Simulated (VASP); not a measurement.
Here is the system:

```
Sn3Si
1.0
    6.26099    -0.02463    -0.02463
   -0.02463     6.26099    -0.02463
   -0.02463    -0.02463     6.26099
Sn Si
6 2
Direct
  0.01019   0.98731   0.98731
  0.23981   0.26269   0.26269
  0.48731   0.51019   0.98731
  0.76269   0.73981   0.26269
  0.48731   0.98731   0.51019
  0.76269   0.26269   0.73981
  0.01148   0.51148   0.51148
  0.23852   0.73852   0.73852
```

Method: PBEsol GGA, VASP's PBE PAW potentials (set 64) (plane waves; VASP). Run with 400 eV cut-off, 4×4×4 Γ-centred mesh, tetrahedra with Blöchl corrections, potentials Sn_d Si.

The cores are frozen, which limits the accuracy of field gradients.

### Question
Give the principal components of the electric field gradient (V/Å²) and the asymmetry η at each nucleus.

### Answer

```
atom  Vxx  Vyy   Vzz     η
----  ---  ---  ----  ----
Sn1   7.8  0.0  -7.8  0.99
Sn2   7.8  0.0  -7.8  0.99
Sn3   7.8  0.0  -7.8  0.99
Sn4   7.8  0.0  -7.8  0.99
Sn5   7.8  0.0  -7.8  0.99
Sn6   7.8  0.0  -7.8  0.99
Si7   0.8  0.8  -1.6  0.00
Si8   0.8  0.8  -1.6  0.00
```

The structure was generated: Sn6Si2 was put into an ordered model structure (R-3m), which need not be its known phase. It was relaxed first.
